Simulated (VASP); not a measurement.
Output of a VASP run:

**OUTCAR**
```
 ion  position               nearest neighbor table
   1  0.000  0.000  0.000-   3 3.01   4 3.01   5 3.01   3 3.01   4 3.01   4 3.01   5 3.01   4 3.01
                             3 3.01   5 3.01   3 3.01   5 3.01   2 3.68   2 3.68   2 3.68   2 3.68
   2  0.500  0.500  0.500-   3 2.13   4 2.13   5 2.13   5 2.13   3 2.13   4 2.13   1 3.68   1 3.68
                             1 3.68   1 3.68   1 3.68   1 3.68   1 3.68   1 3.68
   3  0.500  0.000  0.500-   2 2.13   2 2.13   1 3.01   1 3.01   1 3.01   1 3.01
   4  0.000  0.500  0.500-   2 2.13   2 2.13   1 3.01   1 3.01   1 3.01   1 3.01
   5  0.500  0.500  0.000-   2 2.13   2 2.13   1 3.01   1 3.01   1 3.01   1 3.01
  LATTYP: Found a simple cubic cell.
 ALAT       =     4.2528012296
 Subroutine PRICEL returns:
 Original cell was already a primitive cell.
 Subroutine GETGRP returns: Found 48 space group operations
The static configuration has the point symmetry O_h .
The dynamic configuration has the point symmetry O_h .
 Subroutine INISYM returns: Found 48 space group operations
 Subroutine IBZKPT returns following result:
 Found     10 irreducible k-points:

 Following reciprocal coordinates:
            Coordinates               Weight
  0.000000  0.000000  0.000000      1.000000
  0.200000  0.000000  0.000000      6.000000
  0.400000  0.000000  0.000000      6.000000
  0.200000  0.200000  0.000000     12.000000
  0.400000  0.200000  0.000000     24.000000
  0.400000  0.400000  0.000000     12.000000
  0.200000  0.200000  0.200000      8.000000
  0.400000  0.200000  0.200000     24.000000
  0.400000  0.400000  0.200000     24.000000
  0.400000  0.400000  0.400000      8.000000
   k-points           NKPTS =     10   k-points in BZ     NKDIM =     10   number of bands    NBANDS=     24
   number of dos      NEDOS =    301   number of ions     NIONS =      5
   total plane-waves  NPLWV =  32768
   dimension x,y,z NGX =    32 NGY =   32 NGZ =   32
   dimension x,y,z NGXF=    64 NGYF=   64 NGZF=   64
   ions per type =               1   1   3
   PREC   = accura    normal or accurate (medium, high low for compatibility)
   ISTART =      0    job   : 0-new  1-cont  2-samecut
   ICHARG =      2    charge: 1-file 2-atom 10-const
   ISPIN  =      1    spin polarized calculation?
   LNONCOLLINEAR =      F non collinear calculations
   LSORBIT =      F    spin-orbit coupling
   INIWAV =      1    electr: 0-lowe 1-rand  2-diag
   ENCUT  =  520.0 eV  38.22 Ry    6.18 a.u.   7.91  7.91  7.91*2*pi/ulx,y,z
   NELM   =    100;   NELMIN=  2; NELMDL= -5     # of ELM steps
   EDIFF  = 0.1E-06   stopping-criterion for ELM
   LREAL  =      F    real-space projection
   NLSPLINE    = F    spline interpolate recip. space projectors
   LMAXMIX     =    4 max onsite mixed and CHGCAR
   VOSKOWN=      0    Vosko Wilk Nusair interpolation
   EDIFFG = 0.1E-05   stopping-criterion for IOM
   NSW    =      0    number of steps for IOM
   NBLOCK =      1;   KBLOCK =      1    inner block; outer block
   IBRION =     -1    ionic relax: 0-MD 1-quasi-New 2-CG
   NFREE  =      0    steps in history (QN), initial steepest desc. (CG)
   ISIF   =      2    stress and relaxation
   ISYM   =      2    0-nonsym 1-usesym 2-fastsym
   TEIN   =    0.0    initial temperature
   TEBEG  =    0.0;   TEEND  =   0.0 temperature during run
   SMASS  =  -3.00    Nose mass-parameter (am)
   PSTRESS=    0.0 pullay stress
   NELECT =      40.0000    total number of electrons
   EFERMI =   0.00;   METHOD = LEGACY
   ISMEAR =     0;   SIGMA  =   0.05  broadening in eV -4-tet -1-fermi 0-gaus
   IALGO  =     38    algorithm
   LDIAG  =      T    sub-space diagonalisation (order eigenvalues)
   IMIX   =      4    mixing-type and parameters
     AMIX     =   0.40;   BMIX     =  1.00
     AMIX_MAG =   1.60;   BMIX_MAG =  1.00
     AMIN     =   0.10
   GGA     = MK    functional components
   VOSKOWN =     0    Vosko Wilk Nusair interpolation
   LHFCALC =     F    Hartree Fock is set to
   LHFONE  =     F    Hartree Fock one center treatment
   AEXX    =    0.0000 exact exchange contribution
   LUSE_VDW   =     T    switch on vdW DFT
   IVDW    =     0    specifies the selected vdW correction
   LEPSILON=     F    determine dielectric tensor
   LRPA    =     F    only Hartree local field effects (RPA)
...
```

File OSZICAR:
```
       N       E                     dE             d eps       ncg     rms          rms(c)
DAV:   1     0.338818356526E+03    0.33882E+03   -0.22335E+04   480   0.163E+03
DAV:   2    -0.197992381866E+02   -0.35862E+03   -0.35289E+03   648   0.392E+02
DAV:   3    -0.402274384883E+02   -0.20428E+02   -0.20412E+02   776   0.931E+01
DAV:   4    -0.406954700628E+02   -0.46803E+00   -0.46794E+00   656   0.113E+01
DAV:   5    -0.407114483124E+02   -0.15978E-01   -0.15978E-01   712   0.136E+00    0.278E+01
DAV:   6    -0.331093953185E+02    0.76021E+01   -0.49029E+01   576   0.437E+01    0.125E+01
DAV:   7    -0.330398754196E+02    0.69520E-01   -0.37197E+00   712   0.111E+01    0.719E+00
DAV:   8    -0.330162696206E+02    0.23606E-01   -0.38257E-01   632   0.495E+00    0.700E-01
DAV:   9    -0.330157464653E+02    0.52316E-03   -0.59956E-02   712   0.145E+00    0.493E-01
DAV:  10    -0.330177358941E+02   -0.19894E-02   -0.18313E-02   672   0.120E+00    0.285E-01
DAV:  11    -0.330172081066E+02    0.52779E-03   -0.29674E-03   640   0.472E-01    0.408E-02
DAV:  12    -0.330172687854E+02   -0.60679E-04   -0.17561E-04   600   0.104E-01    0.295E-02
DAV:  13    -0.330172703958E+02   -0.16105E-05   -0.31268E-05   720   0.409E-02    0.568E-03
DAV:  14    -0.330172711829E+02   -0.78710E-06   -0.30806E-06   672   0.138E-02    0.333E-03
DAV:  15    -0.330172711379E+02    0.45008E-07   -0.51899E-07   656   0.451E-03
   1 F= -.33017271E+02 E0= -.33017271E+02  d E =-.195617E-12
```

OUTCAR:
```
------------------------ aborting loop because EDIFF is reached ----------------------------------------
  FORCE on cell =-STRESS in cart. coord.  units (eV):
  Direction    XX          YY          ZZ          XY          YZ          ZX
  --------------------------------------------------------------------------------------
  Total       -2.1138284     -2.1138284     -2.1138284      0.0000000      0.0000000     -0.0000000
  in kB      -44.0306456    -44.0306456    -44.0306456      0.0000000      0.0000000     -0.0000000
  external PRESSURE =     -44.0306456 kB  Pullay stress =       0.0000000 kB
  volume of cell :       76.92
      direct lattice vectors                 reciprocal lattice vectors
     4.252801230  0.000000000  0.000000000     0.235139134  0.000000000  0.000000000
     0.000000000  4.252801230  0.000000000     0.000000000  0.235139134  0.000000000
     0.000000000  0.000000000  4.252801230     0.000000000  0.000000000  0.235139134
 POSITION                                       TOTAL-FORCE (eV/Angst)
 -----------------------------------------------------------------------------------
      0.00000      0.00000      0.00000         0.000000      0.000000      0.000000
      2.12640      2.12640      2.12640         0.000000      0.000000      0.000000
      2.12640      0.00000      2.12640         0.000000      0.000000      0.000000
      0.00000      2.12640      2.12640         0.000000      0.000000      0.000000
      2.12640      2.12640      0.00000         0.000000      0.000000      0.000000
 -----------------------------------------------------------------------------------
    total drift:                                0.000000     -0.000000     -0.000000
  FREE ENERGIE OF THE ION-ELECTRON SYSTEM (eV)
  ---------------------------------------------------
  free  energy   TOTEN  =       -33.0172711379 eV

  energy  without entropy=      -33.0172711379  energy(sigma->0) =      -33.01727114
```
(Selected blocks of OUTCAR.)

File POSCAR:
```
BaZrO3
1
    4.2528012296     0.0000000000     0.0000000000
    0.0000000000     4.2528012296     0.0000000000
    0.0000000000     0.0000000000     4.2528012296
Ba Zr O
1 1 3
Direct
  0.0000000000   0.0000000000   0.0000000000
  0.5000000000   0.5000000000   0.5000000000
  0.5000000000   0.0000000000   0.5000000000
  0.0000000000   0.5000000000   0.5000000000
  0.5000000000   0.5000000000   0.0000000000
```

Reconstruct the remaining input files.

This is not unique; one that fits is the input of the run itself, optB86b-vdW, plane waves, VASP's PBE PAW potentials (set 64).

**KPOINTS**
```
Automatic
0
G
5 5 5
```

**INCAR**
```
! general
SYSTEM  =BaZrO3
PREC    =Accurate
ENCUT   =520
LREAL   =F
LASPH   =T

! electronic loop
EDIFF   =1E-7
NELM    =100
ALGO    =Normal
LMAXMIX =4

! smearing
ISMEAR  =0
SIGMA   =0.05

! functional
GGA     =MK
LUSE_VDW=T
AGGAC   =0.0
PARAM1  =0.1234
PARAM2  =1.0

! ions
ISIF    =2

! output
LWAVE   =F
LCHARG  =F
```

POTCAR, in this order: Ba_sv Zr_sv O (PBE.64 set). Program: vasp_std.

The compound is BaZrO3 in the cubic perovskite structure. This cell is one point of a volume scan, at 1.03 of the reference volume.
